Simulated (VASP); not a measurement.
# Ta2Bi2O (I4/mmm) in VASP: relaxation of cell and atoms with PBE

Aim: the relaxation of cell and atoms of Ta2Bi2O with PBE.

Everything below comes from runs of VASP 6.6.1. Logs are shortened: lines on timing, memory, paths and dates and some standing lists are left out, and cuts for length are marked.

### 1 The crystal as given

The structure is tetragonal, space group I4/mmm (No. 139). Conventional cell: a = 5.558 Å, b = 5.558 Å, c = 8.356 Å, α = 90.00°, β = 90.00°, γ = 90.00°. Around Ta (site symmetry 4mm) lie 1 O at 2.43 Å. Around Bi (site symmetry mmm) lie 2 O at 2.78 Å. Around O (site symmetry 4/mmm) lie 2 Ta at 2.43 Å and 4 Bi at 2.78 Å.

The cell was built by a generator and needn't be a form met in nature.

### 2 Relaxation of cell and atoms, PBE

Contents of INCAR:

```
PREC = Normal
ENCUT = 520
EDIFF = 1E-4
ISMEAR = 0
SIGMA = 0.15
LREAL = F
LASPH = T
NELM = 60
ALGO = Fast
ISIF = 3
LWAVE = F
LCHARG = F
GGA = PE
IBRION = 2
NSW = 24
EDIFFG = -0.08
```

Contents of KPOINTS:

```
Automatic mesh
0
Gamma
  4 4 4
```

Contents of POSCAR:

```
Ta2Bi2O
1.0
   -2.7787798700      2.7787798700      4.1777894700
    2.7787798700     -2.7787798700      4.1777894700
    2.7787798700      2.7787798700     -4.1777894700
Ta Bi O
2 2 1
Direct
    0.2089488200      0.2089488200      0.0000000000
    0.7910511800      0.7910511800      0.0000000000
    0.5000000000      0.0000000000      0.5000000000
    0.0000000000      0.5000000000      0.5000000000
    0.5000000000      0.5000000000      0.0000000000
```

Potentials or basis: VASP PAW PBE potentials, release 64 (Ta_pv, Bi_d, O).

Command:

```console
> cat potpaw_PBE.64/Ta_pv/POTCAR potpaw_PBE.64/Bi_d/POTCAR potpaw_PBE.64/O/POTCAR > POTCAR
> mpirun -np 1 vasp_std > vasp.out
```

OUTCAR:

```text
PREC = Normal
   ENCUT = 520
   EDIFF = 1E-4
   ISMEAR = 0
   LREAL = F
   LASPH = T
   NELM = 60
   ISIF = 3
   GGA = PE
   IBRION = 2
   NSW = 24
   EDIFFG = -0.08

 ion  position               nearest neighbor table
   1  0.209  0.209  0.000-   5 2.43   4 3.28   3 3.28   4 3.28   3 3.28   2 3.49   4 3.69   3 3.69
                             3 3.69   4 3.69
   2  0.791  0.791  0.000-   5 2.43   4 3.28   3 3.28   3 3.28   4 3.28   1 3.49   3 3.69   4 3.69
                             4 3.69   3 3.69
   3  0.500  0.000  0.500-   5 2.78   5 2.78   1 3.28   1 3.28   2 3.28   2 3.28   2 3.69   1 3.69
                             2 3.69   1 3.69
   4  0.000  0.500  0.500-   5 2.78   5 2.78   1 3.28   1 3.28   2 3.28   2 3.28   1 3.69   2 3.69
                             2 3.69   1 3.69
   5  0.500  0.500  0.000-   1 2.43   2 2.43   3 2.78   4 2.78   3 2.78   4 2.78

  LATTYP: Found a body centered tetragonal cell.
 ALAT       =     5.5575597400
 C/A-ratio  =     1.5034618305

  Lattice vectors:

 A1 = (  -2.7787798700,   2.7787798700,   4.1777894700)
 A2 = (   2.7787798700,  -2.7787798700,   4.1777894700)
 A3 = (   2.7787798700,   2.7787798700,  -4.1777894700)

Analysis of symmetry for initial positions (statically):
=====================================================================
 Subroutine PRICEL returns:
 Original cell was already a primitive cell.

 Routine SETGRP: Setting up the symmetry group for a
 body centered tetragonal supercell.

 Subroutine GETGRP returns: Found 16 space group operations
 (whereof 16 operations were pure point group operations)
 out of a pool of 16 trial point group operations.

The static configuration has the point symmetry D_4h.

Analysis of symmetry for dynamics (positions and initial velocities):
=====================================================================
 Subroutine PRICEL returns:
 Original cell was already a primitive cell.

 Routine SETGRP: Setting up the symmetry group for a
 body centered tetragonal supercell.

 Subroutine GETGRP returns: Found 16 space group operations
 (whereof 16 operations were pure point group operations)
 out of a pool of 16 trial point group operations.

The dynamic configuration has the point symmetry D_4h.

 Subroutine INISYM returns: Found 16 space group operations
 (whereof 16 operations are pure point group operations),
 and found     1 'primitive' translations

----------------------------------------------------------------------------------------

                                     Primitive cell

  volume of cell :     129.0372

  direct lattice vectors                    reciprocal lattice vectors
    -2.778779870  2.778779870  4.177789470     0.000000000  0.179935088  0.119680516
     2.778779870 -2.778779870  4.177789470     0.179935088  0.000000000  0.119680516
     2.778779870  2.778779870 -4.177789470     0.179935088  0.179935088  0.000000000

  length of vectors
     5.735604588  5.735604588  5.735604588     0.216101971  0.216101971  0.254466642

  position of ions in fractional coordinates (direct lattice)
     0.208948820  0.208948820  0.000000000
     0.791051180  0.791051180  0.000000000
     0.500000000  0.000000000  0.500000000
     0.000000000  0.500000000  0.500000000
     0.500000000  0.500000000  0.000000000

  ion indices of the primitive-cell ions
   primitive index   ion index
                 1           1
                 2           2
                 3           3
                 4           4
                 5           5

----------------------------------------------------------------------------------------

 KPOINTS: Automatic mesh

Automatic generation of k-mesh.
 Grid dimensions read from file:
 generate k-points for:    4    4    4

 Generating k-lattice:

  Cartesian coordinates                     Fractional coordinates (reciprocal lattice)
     0.000000000  0.044983772  0.029920129     0.250000000 -0.000000000  0.000000000
     0.044983772  0.000000000  0.029920129    -0.000000000  0.250000000  0.000000000
     0.044983772  0.044983772  0.000000000     0.000000000  0.000000000  0.250000000

  Length of vectors
     0.054025493  0.054025493  0.063616660

  Shift w.r.t. Gamma in fractional coordinates (k-lattice)
     0.000000000  0.000000000  0.000000000

 Subroutine IBZKPT returns following result:
 ===========================================

 Found     13 irreducible k-points:

 Following reciprocal coordinates:
            Coordinates               Weight
  0.000000  0.000000  0.000000      1.000000
  0.250000 -0.000000  0.000000      8.000000
  0.500000 -0.000000  0.000000      4.000000
  0.250000  0.250000  0.000000      8.000000
  0.500000  0.250000  0.000000     16.000000
 -0.250000  0.250000  0.000000      4.000000
  0.500000  0.500000  0.000000      2.000000
  0.250000  0.250000  0.250000      2.000000
 -0.250000  0.250000  0.250000      4.000000
  0.500000  0.500000  0.250000      4.000000
 -0.250000  0.500000  0.250000      8.000000
 -0.250000 -0.250000  0.250000      2.000000
  0.500000  0.500000  0.500000      1.000000
   k-points           NKPTS =     13   k-points in BZ     NKDIM =     13   number of bands    NBANDS=     34
   number of dos      NEDOS =    301   number of ions     NIONS =      5
   total plane-waves  NPLWV =  32768
   dimension x,y,z NGX =    32 NGY =   32 NGZ =   32
   dimension x,y,z NGXF=    64 NGYF=   64 NGZF=   64
   ions per type =               2   2   1
   NGX,Y,Z   is equivalent  to a cutoff of   9.28,  9.28,  9.28 a.u.
   NGXF,Y,Z  is equivalent  to a cutoff of  18.55, 18.55, 18.55 a.u.
 SYSTEM =  unknown system
   PREC   = normal    normal or accurate (medium, high low for compatibility)
   ISTART =      0    job   : 0-new  1-cont  2-samecut
   ICHARG =      2    charge: 1-file 2-atom 10-const
   ISPIN  =      1    spin polarized calculation?
   LNONCOLLINEAR =      F non collinear calculations
   LSORBIT =      F    spin-orbit coupling
   LASPH  =      T    aspherical Exc in radial PAW
   ENCUT  =  520.0 eV  38.22 Ry    6.18 a.u.  10.66 10.66 10.66*2*pi/ulx,y,z
   NELM   =     60;   NELMIN=  2; NELMDL= -5     # of ELM steps
   EDIFF  = 0.1E-03   stopping-criterion for ELM
   LREAL  =      F    real-space projection
   EDIFFG = -.8E-01   stopping-criterion for IOM
   NSW    =     24    number of steps for IOM
   IBRION =      2    ionic relax: 0-MD 1-quasi-New 2-CG
   NFREE  =      1    steps in history (QN), initial steepest desc. (CG)
   ISIF   =      3    stress and relaxation
   ISYM   =      2    0-nonsym 1-usesym 2-fastsym
   POTIM  = 0.5000    time-step for ionic-motion
   TEBEG  =    0.0;   TEEND  =   0.0 temperature during run
   PSTRESS=    0.0 pullay stress
   NELECT =      58.0000    total number of electrons
   NUPDOWN=      -1.0000    fix difference up-down
   EMIN   =  10.00;   EMAX   =-10.00  energy-range for DOS
   EFERMI =   0.00;   METHOD = LEGACY
   ISMEAR =     0;   SIGMA  =   0.15  broadening in eV -4-tet -1-fermi 0-gaus
   EFERMI_NEDOS =   21; number of points for ismear=-14 and -15
   IALGO  =     68    algorithm
   IMIX   =      4    mixing-type and parameters
     AMIX     =   0.40;   BMIX     =  1.00
     AMIX_MAG =   1.60;   BMIX_MAG =  1.00
  volume/ion in A,a.u.               =      25.81       174.16
  Fermi-wavevector in a.u.,A,eV,Ry     =   1.254043  2.369798 21.396859  1.572625
  Thomas-Fermi vector in A             =   2.387867
   LORBIT       =      0    0 simple, 1 ext, 2 COOP (PROOUT), +10 PAW based schemes
   GGA     = PE    functional components
   LHFCALC =     F    Hartree Fock is set to
   AEXX    =    0.0000 exact exchange contribution
   IVDW    =     0    specifies the selected vdW correction
   LEPSILON=     F    determine dielectric tensor
   LRPA    =     F    only Hartree local field effects (RPA)
 conjugate gradient relaxation of ions
 non-spin polarized calculation
 RMM-DIIS sequential band-by-band and
 Gauss-broadening in eV      SIGMA  =   0.15
  energy-cutoff  :      520.00
  volume of cell :      129.04
 maximum number of plane-waves:      3511
   NGX = 21   NGY = 21   NGZ = 21

--------------------------------------- Ionic step        1  -------------------------------------------

 number of electron      57.9999985 magnetization

 Free energy of the ion-electron system (eV)
  ---------------------------------------------------
  ext. energy  EPLUGINS =         0.00000000
  ---------------------------------------------------
  free energy    TOTEN  =       -32.97557541 eV

  energy without entropy =      -32.87674379  energy(sigma->0) =      -32.92615960

------------------------ aborting loop because EDIFF is reached ----------------------------------------

  FORCE on cell =-STRESS in cart. coord.  units (eV):
  Direction    XX          YY          ZZ          XY          YZ          ZX
  --------------------------------------------------------------------------------------
  -------------------------------------------------------------------------------------
  Total      -11.9809551    -11.9809551    -21.5053784      0.0000000     -0.0000000     -0.0000000
  in kB     -148.7603501   -148.7603501   -267.0194151      0.0000000     -0.0000000     -0.0000000
  external PRESSURE =    -188.1800384 kB  Pullay stress =       0.0000000 kB
[... 26 lines left out ...]
--------------------------------------- Ionic step        2  -------------------------------------------

 number of electron      57.9999982 magnetization

 E-fermi :  11.0175     XC(G=0): -12.7497

 val. band max:       10.9368498190   @ k =   0.2500  -0.0000   0.0000
 cond. band min:      11.1020007331   @ k =  -0.2500   0.2500   0.2500
 fundamental gap:      0.1651509141
 Fermi energy:        11.0175429282

 k-point     1 :       0.0000    0.0000    0.0000
  band No.  band energies     occupation
      1     -24.7203      2.00000
      2     -24.1607      2.00000
      3     -23.9089      2.00000
      4     -23.9089      2.00000
      5     -23.8588      2.00000
      6     -23.8588      2.00000
[... 541 lines left out ...]
  FREE ENERGIE OF THE ION-ELECTRON SYSTEM (eV)
  ---------------------------------------------------
  free  energy   TOTEN  =       -35.8876029673 eV

  energy  without entropy=      -35.8446352575  energy(sigma->0) =      -35.86611911

[... ionic steps 4 to 14 ...]

--------------------------------------- Ionic step       15  -------------------------------------------

 number of electron      58.0000013 magnetization

------------------------ aborting loop because EDIFF is reached ----------------------------------------
[... 73 lines left out ...]
--------------------------------------- Ionic step       17  -------------------------------------------

 number of electron      58.0000012 magnetization

 Free energy of the ion-electron system (eV)
  ---------------------------------------------------
  ext. energy  EPLUGINS =         0.00000000
  ---------------------------------------------------
  free energy    TOTEN  =       -36.12432785 eV

  energy without entropy =      -36.09891664  energy(sigma->0) =      -36.11162224

 E-fermi :   8.3762     XC(G=0): -11.6262

 val. band max:        8.2373967590   @ k =   0.5000   0.5000   0.5000
 cond. band min:       8.4184345876   @ k =   0.5000   0.5000   0.0000
 fundamental gap:      0.1810378286
 Fermi energy:         8.3761514627

 k-point     1 :       0.0000    0.0000    0.0000
  band No.  band energies     occupation
      1     -27.4740      2.00000
      2     -27.3146      2.00000
      3     -27.0188      2.00000
      4     -27.0188      2.00000
      5     -26.9811      2.00000
      6     -26.9811      2.00000
[... 502 lines left out ...]
  FREE ENERGIE OF THE ION-ELECTRON SYSTEM (eV)
  ---------------------------------------------------
  free  energy   TOTEN  =       -36.1243278519 eV

  energy  without entropy=      -36.0989166366  energy(sigma->0) =      -36.11162224

 reached required accuracy - stopping structural energy minimisation
```

Wall time 7.8 min (1 thread of Intel Xeon Platinum 8375C at 2.90GHz (Ice Lake), shared host); peak memory 0.22 GiB.

Results:

```
Free energy                            : -36.1243 eV
Relaxed volume                         : 19.78 Å³/atom
Relaxed cell                           : a = 5.176 Å, b = 5.176 Å, c = 5.176 Å, α = 119.42°, β = 119.42°, γ = 91.00°
Space group after relaxing (to 0.05 Å) : I4/mmm (No. 139)
Energy gained by relaxing              : 629.8 meV/atom
Ionic steps                            : 17
Pressure after relaxing                : 0.1 GPa
Largest force after relaxing           : 0.077 eV/Å
Band gap on the k mesh                 : none (metal or under the smearing width)
```

Forces in eV/Å, atoms in the order of the input:
```
Ta   0.000  0.000  0.077
Ta   0.000  0.000 -0.077
Bi   0.000  0.000  0.000
Bi   0.000  0.000  0.000
O    0.000  0.000  0.000
```

Step by step:
```csv
step,energy change (eV),largest force (eV/Å),pressure (GPa),volume (Å³)
1,0.0000,1.0368,-18.82,129.04
2,-1.0336,0.0359,41.86,79.99
3,-2.9120,1.4619,-0.46,97.06
4,-2.9181,1.4462,0.63,96.25
5,-2.9185,1.4359,1.13,95.66
6,-3.0805,0.6110,3.01,96.03
7,-3.0875,0.2264,3.57,96.11
8,-3.1266,0.0956,-2.07,101.55
9,-3.1397,0.0144,-0.70,99.69
10,-3.1395,0.0309,-0.30,99.43
11,-3.1480,0.1538,-0.16,98.96
12,-3.1480,0.1620,-0.34,98.94
13,-3.1479,0.1744,-0.23,98.89
14,-3.1479,0.1746,-0.07,98.91
15,-3.1480,0.1702,-0.05,98.92
16,-3.1484,0.0373,0.36,98.85
17,-3.1488,0.0771,0.07,98.88
```

Final structure:
```yaml
crystal:
  lattice:
    - [-2.61045, 2.61045, 3.62756]
    - [2.61045, -2.61045, 3.62756]
    - [2.61045, 2.61045, -3.62756]
  atoms:
    - { symbol: Ta, position: [0.22858, 0.22858, 0.00000] }
    - { symbol: Ta, position: [0.77142, 0.77142, 0.00000] }
    - { symbol: Bi, position: [0.50000, 0.00000, 0.50000] }
    - { symbol: Bi, position: [0.00000, 0.50000, 0.50000] }
    - { symbol: O, position: [0.50000, 0.50000, 0.00000] }
```

Caveat: the k mesh is coarse (spacing up to 0.40 Å⁻¹), so the values aren't converged; the volume moved by over 15 % at a fixed basis, so the end points are rough; spin-orbit coupling is left out, which moves the levels of the heavy elements; the relaxation stopped at a loose force limit of 0.08 eV/Å, so its end isn't a converged minimum.
